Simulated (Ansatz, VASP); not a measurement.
# Cross-check of GaCo between VASP and Ansatz

One calculation is typed for both programs; each brings its own data sets and cutoff. How far apart do they land?

Calculated with Ansatz 0.2.0; plane waves, with VASP 6.6.1 beside it; single point at PBEsol.

### 1. The starting structure

Symmetry: Pm-3m, No. 221, cubic system. The conventional cell has a = 2.878 Å, b = 2.878 Å, c = 2.878 Å, α = 90.00°, β = 90.00°, γ = 90.00°. Nearest to Ga lie 8 Co at 2.49 Å. Co has 8 Ga at 2.49 Å nearest. Farther neighbours are not listed.

### 2. VASP: single point, PBEsol

With cell and atoms fixed, the geometry can't cause a difference; cores, projectors, grids and the points listed under the comparison can.

Lines of VASP's logs that name or quote its potential files are left out, and so is its time.

Contents of INCAR:

```
SYSTEM = GaCo
PREC = Accurate
ENCUT = 400
EDIFF = 1E-05
NELM = 100
ISMEAR = 0
SIGMA = 0.05
LREAL = .FALSE.
ALGO = Normal
GGA = PS
NBANDS = 20
ISPIN = 2
MAGMOM = 0 2
LASPH = .TRUE.
LMAXMIX = 4
LORBIT = 11
LWAVE = .FALSE.
LCHARG = .FALSE.
KPAR = 4
```

Contents of POSCAR:

```
GaCo
1.0
    2.8780000000      0.0000000000      0.0000000000
    0.0000000000      2.8780000000      0.0000000000
    0.0000000000      0.0000000000      2.8780000000
Ga Co
1 1
Direct
    0.5000000000      0.5000000000      0.5000000000
    0.0000000000      0.0000000000      0.0000000000
```

Contents of KPOINTS:

```
Automatic mesh
0
Gamma
8 8 8
0 0 0
```

PAW data sets: Ga_d and Co (PBE family, release 64).

Command:

```console
> mpirun -np 4 vasp_std
```

Numbers of over 12 decimals in the logs are rounded to 6 here.

The log of the run:

```text
[banner, memory and clock lines left out]
running    4 mpi-ranks, on    1 nodes
 distrk:  each k-point on    1 cores,    4 groups
 distr:  one band on    1 cores,    1 groups

 POSCAR found type information on POSCAR GaCo
 POSCAR found :  2 types and       2 ions
|                                                                             |
|               ----> ADVICE to this user running VASP <----                  |
|                                                                             |
|     You enforced a specific xc type in the INCAR file but a different       |
|     [... a line on the potential file left out ...]
|     I HOPE YOU KNOW WHAT YOU ARE DOING!                                     |
|                                                                             |

 LDA part: xc-table for (Slater+PW92), standard interpolation
 POSCAR, INCAR and KPOINTS ok, starting setup
 FFT: planning ... GRIDC
 FFT: planning ... GRID_SOFT
 FFT: planning ... GRID
 WAVECAR not read
 entering main loop
       N       E                     dE             d eps       ncg     rms          rms(c)
DAV:   1     0.979931519695E+02    0.97993E+02   -0.85498E+03  3148   0.166E+03
DAV:   2    -0.541814583263E+01   -0.10341E+03   -0.98211E+02  2868   0.290E+02
DAV:   3    -0.125749839845E+02   -0.71568E+01   -0.70219E+01  3120   0.712E+01
DAV:   4    -0.126873748921E+02   -0.11239E+00   -0.11232E+00  3352   0.896E+00
DAV:   5    -0.126916356272E+02   -0.42607E-02   -0.42605E-02  3428   0.155E+00    0.111E+01
DAV:   6    -0.140705111692E+02   -0.13789E+01   -0.20791E+01  3164   0.525E+01    0.131E+01
DAV:   7    -0.117625687768E+02    0.23079E+01   -0.83511E+00  3152   0.386E+01    0.245E+00
DAV:   8    -0.117587534528E+02    0.38153E-02   -0.18800E-01  3776   0.406E+00    0.103E+00
DAV:   9    -0.117537589120E+02    0.49945E-02   -0.11664E-02  3672   0.101E+00    0.501E-01
DAV:  10    -0.117518369288E+02    0.19220E-02   -0.15006E-03  4172   0.381E-01    0.132E-01
DAV:  11    -0.117517347220E+02    0.10221E-03   -0.13517E-04  3612   0.122E-01    0.555E-02
DAV:  12    -0.117517459978E+02   -0.11276E-04   -0.29124E-05  2552   0.592E-02    0.210E-02
DAV:  13    -0.117517492965E+02   -0.32987E-05   -0.19602E-05  1656   0.342E-02
   1 F= -.11751749E+02 E0= -.11750842E+02  d E =-.181402E-02  mag=     0.1538
```

From OUTCAR (step 2):

```text
ion  position               nearest neighbor table
   1  0.500  0.500  0.500-   2 2.49   2 2.49   2 2.49   2 2.49   2 2.49   2 2.49   2 2.49   2 2.49

  LATTYP: Found a simple cubic cell.
 ALAT       =     2.8780000000

 Subroutine GETGRP returns: Found 48 space group operations
 (whereof 48 operations were pure point group operations)

The static configuration has the point symmetry O_h .

 Found     35 irreducible k-points:

   k-points           NKPTS =     35   k-points in BZ     NKDIM =     35   number of bands    NBANDS=     20

   dimension x,y,z NGX =    20 NGY =   20 NGZ =   20
   dimension x,y,z NGXF=    40 NGYF=   40 NGZF=   40

   ENCUT  =  400.0 eV  29.40 Ry    5.42 a.u.   4.69  4.69  4.69*2*pi/ulx,y,z

   NELECT =      22.0000    total number of electrons

 k-points in reciprocal lattice and weights: Automatic mesh
   0.00000000  0.00000000  0.00000000       0.002
   0.12500000  0.00000000  0.00000000       0.012
   0.25000000  0.00000000  0.00000000       0.012
   0.37500000  0.00000000  0.00000000       0.012
   0.50000000  0.00000000  0.00000000       0.006
   0.12500000  0.12500000  0.00000000       0.023
   0.25000000  0.12500000  0.00000000       0.047
   0.37500000  0.12500000  0.00000000       0.047
   0.50000000  0.12500000  0.00000000       0.023
[...]
0.50000000  0.50000000  0.37500000       0.012
   0.50000000  0.50000000  0.50000000       0.002

 average (electrostatic) potential at core
       1 -60.5205       2 -78.4168

 E-fermi :   9.6115

 spin component 1
 k-point     1 :       0.0000    0.0000    0.0000
  band No.  band energies     occupation
    ...
      7       6.9600      1.00000
      8       6.9600      1.00000
      9       8.8506      1.00000
     10       8.8506      1.00000
     11       8.8506      1.00000
     12      14.7895      0.00000
     13      14.7895      0.00000
     14      14.7895      0.00000
     15      20.6563      0.00000
     16      20.6563      0.00000
    ...

 k-point     2 :       0.1250    0.0000    0.0000
  band No.  band energies     occupation
    ...
      7       6.8947      1.00000
      8       6.9910      1.00000
      9       8.6644      1.00000
     10       8.6645      1.00000
     11       8.8516      1.00000
     12      12.9368      0.00000
     13      15.3009      0.00000
     14      15.3009      0.00000
     15      20.7138      0.00000
     16      21.4401      0.00000
    ...

 k-point     3 :       0.2500    0.0000    0.0000
  band No.  band energies     occupation
    ...
      7       6.2994      1.00000
      8       7.0677      1.00000
      9       8.2808      1.00000
     10       8.2808      1.00000
     11       8.8538      1.00000
     12      10.5844      0.00000
     13      16.6591      0.00000
     14      16.6591      0.00000
     15      20.8837      0.00000
     16      21.8951      0.00000
    ...

 k-point     4 :       0.3750    0.0000    0.0000
  band No.  band energies     occupation
    ...
      7       4.5087      1.00000
      8       7.1470      1.00000
      9       7.9590      1.00000
     10       7.9590      1.00000
     11       8.8559      1.00000
     12       9.7005      0.00595
     13      18.5728      0.00000
     14      18.5728      0.00000
     15      21.1249      0.00000
     16      22.5825      0.00000
    ...

 k-point     5 :       0.5000    0.0000    0.0000
  band No.  band energies     occupation
    ...
      8       7.1809      1.00000
      9       7.8390      1.00000
     10       7.8390      1.00000
     11       8.8569      1.00000
     12       9.5945      0.68512
     13      20.2304      0.00000
     14      20.2304      0.00000
     15      21.2624      0.00000
     16      22.2249      0.00000
     17      22.2249      0.00000
    ...

 k-point     6 :       0.1250    0.1250    0.0000
  band No.  band energies     occupation
    ...
      7       6.9216      1.00000
      8       6.9696      1.00000
      9       8.4451      1.00000
     10       8.5933      1.00000
     11       8.7759      1.00000
     12      13.1821      0.00000
     13      13.5674      0.00000
     14      15.7681      0.00000
     15      21.1076      0.00000
     16      23.2111      0.00000
    ...

  Total       -1.1382125     -1.1382125     -1.1382125      0.0000000      0.0000000      0.0000000
  in kB      -76.5000257    -76.5000257    -76.5000257      0.0000000      0.0000000      0.0000000
  external PRESSURE =     -76.5000257 kB  Pullay stress =       0.0000000 kB

  energy-cutoff  :      400.00
  volume of cell :       23.84
      direct lattice vectors                 reciprocal lattice vectors
     2.878000000  0.000000000  0.000000000     0.347463516  0.000000000  0.000000000
     0.000000000  2.878000000  0.000000000     0.000000000  0.347463516  0.000000000
     0.000000000  0.000000000  2.878000000     0.000000000  0.000000000  0.347463516

 POSITION                                       TOTAL-FORCE (eV/Angst)
 -----------------------------------------------------------------------------------
      1.43900      1.43900      1.43900         0.000000      0.000000      0.000000
      0.00000      0.00000      0.00000         0.000000      0.000000      0.000000
 -----------------------------------------------------------------------------------
    total drift:                               -0.000000      0.000000      0.000000

  FREE ENERGIE OF THE ION-ELECTRON SYSTEM (eV)
  ---------------------------------------------------
  free  energy   TOTEN  =       -11.7517492965 eV

  energy  without entropy=      -11.7499352768  energy(sigma->0) =      -11.75084229

 total charge
# of ion       s       p       d       tot
------------------------------------------
    1        0.848   0.890  10.052  11.789
    2        0.391   0.450   7.508   8.350
--------------------------------------------------
tot          1.239   1.340  17.560  20.139

 magnetization (x)
# of ion       s       p       d       tot
------------------------------------------
    1       -0.002  -0.005  -0.003  -0.010
    2        0.001  -0.004   0.175   0.173
--------------------------------------------------
tot         -0.001  -0.008   0.171   0.162

[... 6 further parts left out ...]
```

The run ends at a pressure of -7.65 GPa.

### 3. Ansatz: single point, PBEsol

Ansatz runs on its default PAW (the set named soft_2) files.

The same cell, functional, mesh and smearing now go to Ansatz, which takes its cutoff from its data sets.

Contents of input.yaml:

```yaml
crystal:
  lattice:
    - [2.878, 0.0, 0.0]
    - [0.0, 2.878, 0.0]
    - [0.0, 0.0, 2.878]
  atoms:
    - { symbol: Ga, position: [0.5, 0.5, 0.5] }
    - { symbol: Co, position: [0.0, 0.0, 0.0], spin: 2.0 }
hamiltonian:
  xc: pbesol
  pseudopotentials: { kind: paw }
magnetization:
  spin_polarized: true
kpoints:
  mp_grid: { grid: [8, 8, 8] }
scf:
  occupations: { method: gaussian, width: 0.05 }
  n_extra_bands: 7
output:
  forces: true
  stress: true
  eigenvalues: true
```

Command:

```console
> ansatz run input.yaml --threads 2 --pin off --max-ram 4608MiB --backend cpu --events-out ev --progress --plain --runs-dir out
```

The log of the run:

```text
scf.n_extra_bands = 7 over 15 filled bands (N_el = 30.0): the run solves 22 bands
Engine: ansatz 0.2.0, aarch64-unknown-linux-gnu
Pseudopotentials: kind: paw
Pseudopotential: Ga, paw, valence charge 13, recommended cutoff 420 eV (normal), Ga.paw.azcp
Pseudopotential: Co, paw, valence charge 17, recommended cutoff 420 eV (normal), Co.paw.azcp
Functional definition: PBEsol
  exchange = pbesol_x
  correlation = pbesol_c
Crystal: 2 atoms, lattice volume = 23.838 Å³
Basis set: ecut = 420 eV, 461 PW (Γ), exchange–correlation on 40×40×40 points (8 copies of the dense FFT grid, shifted against one another)
Bands: 22, of which v1, the nominal top of the filled ones, is band 15 counted from 1 (14 counted from 0)
Symmetry: 48 space group operations
Space group: Pm-3m (ITA 221), of the structure as read, at distance tolerance 2.9e-5 Å
Magnetic group: BNS 221.92 (UNI 1594), of the structure as read, at distance tolerance 2.9e-5 Å
k-points: 35 of 512
Non-local potential: Ga, projectors of the file, l = 0: 2, l = 1: 2, l = 2: 3, l = 3: 1
Non-local potential: Co, projectors of the file, l = 0: 3, l = 1: 2, l = 2: 3, l = 3: 1
PAW form: soft (Blöchl's): semilocal exchange-correlation on the pseudo side does not see the compensation charge
PAW frozen core: Ga, regenerated for the run's functional, and the local potential with it (the file was generated under x = pbe(κ = 0.804, μ = 0.219515), c = pbe(β = 0.066725))
PAW frozen core: Co, regenerated for the run's functional, and the local potential with it (the file was generated under x = pbe(κ = 0.804, μ = 0.219515), c = pbe(β = 0.066725))
PAW one-centre angular grid: Ga, 590 points (default); XC on 64 Gauss nodes
PAW one-centre angular grid: Co, 590 points (default); XC on 64 Gauss nodes
Initial density: superposition of atomic densities (chi_scale 0.1, normalization cell)
Starting moments: Σ|m| = 2 μB on 1 of 2 sites
Initial wavefunctions: pseudopotential atomic-orbital guess
Functional: x = pbesol(κ = 0.804, μ = 0.123457), c = pbesol(β = 0.046)
iter 1 solved again at ethr=2.85e-3 eV; its pass at ethr=3.10e-3 eV (dr2=8.56e-1 eV) is discarded
SCF iter   1: F=—  HF=-8835.942258 eV  |F-HF|=—  |Δ(HF+E_count)|=         —  Δρ=1.86e-1 (↑1.86e-1 ↓1.27e-1)  dr2=8.56e-1  dr2_m=5.20e0  M=0.247 μB ∫|m|=0.376 μB  β_m=0.30  ethr=2.85e-3  ⟨swp⟩=1.0  Hψ=8882  notcnv=0
Mixer restart at iter 1: flushing history
preconditioner: auto → none  [metal: Δε(μ)=0.001 eV  Ē_g=16.372 eV  σ=0.050 eV  W_gap=0.02  n_scr=6 (ndim 8)  ℏωp=35.7 eV  f_vac=0.000  D(μ)=1.75/eV (n_scr^D=18)  sad-step TF]
SCF iter   2: F=—  HF=-8835.652100 eV  |F-HF|=—  |Δ(HF+E_count)|=   2.90e-1  Δρ=1.14e-1 (↑9.97e-2 ↓1.14e-1)  dr2=3.69e-1  dr2_m=2.43e0  M=0.262 μB ∫|m|=0.408 μB  β_m=0.57  ethr=2.85e-3  ⟨swp⟩=2.2  Hψ=2181  notcnv=0
SCF iter   3: F=—  HF=-8838.163754 eV  |F-HF|=—  |Δ(HF+E_count)|=    2.51e0  Δρ=1.39e-1 (↑1.39e-1 ↓6.85e-2)  dr2=6.20e0  dr2_m=2.88e-1  M=0.159 μB ∫|m|=0.262 μB  β_m=0.42  ethr=1.23e-3  ⟨swp⟩=3.5  Hψ=3898  notcnv=0  defer=86
SCF iter   4: F=—  HF=-8836.793982 eV  |F-HF|=—  |Δ(HF+E_count)|=    1.37e0  Δρ=9.49e-3 (↑5.82e-3 ↓9.49e-3)  dr2=4.69e-2  dr2_m=1.15e-3  M=0.244 μB ∫|m|=0.342 μB  β_m=0.43  ethr=1.23e-3  ⟨swp⟩=3.0  Hψ=3844  notcnv=0  defer=111
SCF iter   5: F=—  HF=-8836.821743 eV  |F-HF|=—  |Δ(HF+E_count)|=   2.78e-2  Δρ=5.99e-3 (↑5.99e-3 ↓5.82e-3)  dr2=2.38e-2  dr2_m=1.34e-4  M=0.242 μB ∫|m|=0.332 μB  β_m=0.72  ethr=1.56e-4  ⟨swp⟩=2.0  Hψ=2405  notcnv=0  defer=118
SCF iter   6: F=—  HF=-8836.835482 eV  |F-HF|=—  |Δ(HF+E_count)|=   1.37e-2  Δρ=8.00e-4 (↑8.00e-4 ↓7.68e-4)  dr2=3.64e-4  dr2_m=1.42e-6  M=0.238 μB ∫|m|=0.317 μB  β_m=0.75  ethr=7.93e-5  ⟨swp⟩=2.3  Hψ=2426  notcnv=0  defer=118
SCF iter   7: F=—  HF=-8836.835373 eV  |F-HF|=—  |Δ(HF+E_count)|=   1.09e-4  Δρ=1.15e-4 (↑1.15e-4 ↓7.50e-5)  dr2=8.91e-7  dr2_m=1.10e-6  M=0.238 μB ∫|m|=0.316 μB  β_m=0.76  ethr=1.21e-6  ⟨swp⟩=2.0  Hψ=2360  notcnv=0  defer=118
SCF iter   8: F=—  HF=-8836.835373 eV  |F-HF|=—  |Δ(HF+E_count)|=   3.47e-7  Δρ=8.09e-5 (↑8.09e-5 ↓2.63e-5)  dr2=5.47e-7  dr2_m=5.16e-7  M=0.238 μB ∫|m|=0.315 μB  β_m=0.88  ethr=2.97e-9  ⟨swp⟩=2.1  Hψ=2437  notcnv=0  defer=118
SCF iter   9: F=—  HF=-8836.835373 eV  |F-HF|=—  |Δ(HF+E_count)|=   1.56e-7  Δρ=1.94e-5 (↑1.74e-5 ↓1.94e-5)  dr2=1.24e-9  dr2_m=7.36e-8  M=0.237 μB ∫|m|=0.315 μB  β_m=0.94  ethr=1.82e-9  ⟨swp⟩=1.5  Hψ=1723  notcnv=0  defer=118
SCF iter  10: F=—  HF=-8836.835373 eV  |F-HF|=—  |Δ(HF+E_count)|=   1.62e-9  Δρ=1.55e-5 (↑1.55e-5 ↓2.87e-6)  dr2=6.01e-8  dr2_m=1.01e-8  M=0.237 μB ∫|m|=0.315 μB  β_m=0.97  ethr=4.15e-12  ⟨swp⟩=2.4  Hψ=2644  notcnv=0  defer=118
SCF iter  11: F=—  HF=-8836.835373 eV  |F-HF|=—  |Δ(HF+E_count)|=   5.25e-9  Δρ=1.01e-6 (↑1.01e-6 ↓8.61e-7)  dr2=4.50e-11  dr2_m=1.73e-10  M=0.237 μB ∫|m|=0.315 μB  β_m=0.93  ethr=4.15e-12  ⟨swp⟩=2.4  Hψ=2652  notcnv=0  defer=118
SCF iter  12: F=-8836.835373 eV  HF=-8836.835373 eV  |F-HF|=3.09e-11  |Δ(HF+E_count)|=  2.36e-11  Δρ=2.21e-7 (↑2.21e-7 ↓2.07e-7)  dr2=3.95e-11  dr2_m=2.98e-13  M=0.237 μB ∫|m|=0.315 μB  ethr=1.00e-12  ⟨swp⟩=5.9  Hψ=5102  notcnv=0
SCF 1 converged in 12 iterations: F = -8836.835373 eV  dr2 = 3.95e-11
  greatest PAW one-centre occupation: 1.001 electrons in one spin orbital (limit 2), on the Co atom at site 1 (counted from 0), in its partial waves of l = 1
SCF converged after 12 iterations
Magnetization: 0.2374 μB (15.1187 up, 14.8813 down)
Absolute magnetization: 0.3147 μB (∫|ρ↑−ρ↓|, with the PAW one-centre terms)
Spin contamination: 0.0044 ħ² per cell (⟨S²⟩ above its minimum at these occupations)
Per-site moments (μB) at R_I (Å): [(-0.012281, 1.028124), (0.274620, 1.028124)]
Free energy (F): -8836.835373 eV
Harris-Foulkes:  -8836.835373 eV  (|F-HF|=3.09e-11)
Internal energy: -8836.834074 eV  (E = F + TS)
E sigma→0 (E₀):  -8836.834724 eV
Entropy (-TS):   -0.001298 eV (-0.649 meV/atom)
Fermi energy:    16.702015 eV
--- Per-component energies (eV) ---
  E_band       = -219.579230
  E_kinetic    = 573.647313
  E_local      = -4484.692452  (includes V_loc(G=0)·N_el)
  E_nonlocal   = 887.374117
  E_hartree    = 1987.086021
  E_xc         = -227.244185
  E_vxc        = -263.994956  (∫ρ·V_xc dr)
  E_paw        = -3436.439824  (= ΣΔE_a)
  E_vpaw       = -906.084831  (= ΣTr[D̂ρ^β])
  E_aug_tail   = -0.000055  (compensation charges beyond the density's cutoff)
  E_ewald      = -4137.616408
  E_core_change = 1.051397  (= ΣΔE_core)
  E_smearing   = -0.001298  (= −TS)
  E_closure    = -0.000000  (closes the sum)
  Σ components = -8836.835373   (vs F -8836.835373, Δ=0.00e0)
--- Forces (eV/Å), atoms counted from 1 ---
  atom   1  Ga     0.00000000    -0.00000000    -0.00000000
  atom   2  Co    -0.00000000     0.00000000     0.00000000
  max |Σ_I F_I| component: 6.44e-30 eV/Å
--- Stress (GPa, compression-positive) ---
       -6.957828       0.000000       0.000000
        0.000000      -6.957828       0.000000
        0.000000       0.000000      -6.957828
  P = ⅓ Tr σ = -6.9578 GPa (-69.578 kbar)
--- Band table (eV; the first three rows and the last of 70) ---
  k-point 0 ↑: bands = [... 11 lower, 14.0048, 15.9378, 15.9378, 15.9378, 21.8878, 21.8878, 21.8878, 27.6902, ... 3 higher]
  k-point 1 ↑: bands = [... 11 lower, 14.0352, 15.7510, 15.7510, 15.9386, 20.0314, 22.3988, 22.3988, 27.7465, ... 3 higher]
  k-point 2 ↑: bands = [... 11 lower, 14.1101, 15.3662, 15.3662, 15.9405, 17.6598, 23.7548, 23.7548, 27.9122, ... 3 higher]
  k-point 34 ↓: bands = [... 11 lower, 12.6656, 16.7657, 16.7657, 17.3429, 20.5326, 20.5326, 20.5326, 21.5844, ... 3 higher]
```

Elapsed: 2.2 s, on 2 threads of Arm Neoverse V1, shared host; peak memory 0.31 GiB.

The column dr2 measures how far the density is from self-consistency, as an energy; F and HF (Harris–Foulkes) agree once it is small.

The run ends at a pressure of -6.96 GPa.

### 4. Side by side

Known differences besides the potentials themselves: the data sets hold 30 valence electrons in Ansatz (default PAW (the set named soft_2) files) and 22 in VASP; the cutoff is 420 eV in Ansatz and 400 eV in VASP; Ansatz makes its cores anew for this functional, VASP keeps those of its PBE data sets; site moments are counted in spheres of each program's own size. Total energies have different zeros and are not compared.

The two programs side by side:

```csv
quantity,Ansatz,VASP,difference
pressure (GPa),-6.96,-7.65,+0.69
pressure without Ansatz's Pulay correction (GPa),-7.07,-7.65,+0.58
total moment (μB),0.24,0.15,+0.08
moment on Co2 (μB),0.28,0.17,+0.10
```

Ansatz's pressure holds a Pulay correction of 0.11 GPa; VASP's holds none.

### 5. What came out

- difference in total moment (single point, PBEsol): 0.084 μB
- difference in pressure (single point, PBEsol): 0.69 GPa

In words: The difference in pressure is 0.69 GPa (single point, PBEsol), within the 1 GPa picked in this series as the mark of a large difference. Such differences can come from data sets, numerical settings and the points named under the comparisons, not from the functional's error against experiment.

[Lines on the potential files, build, host, timing and source positions are cut from VASP's logs without a mark.]

[Logs are printed without paths, hosts, clocks, repeated set-up lines and the standing remarks that a program may print on its own settings, such as how far it seeks lower states.]

[Hosts, paths, dates, database ids (printed as entryN), source tags and the programs' standing remarks are cut or masked in the printed files.]
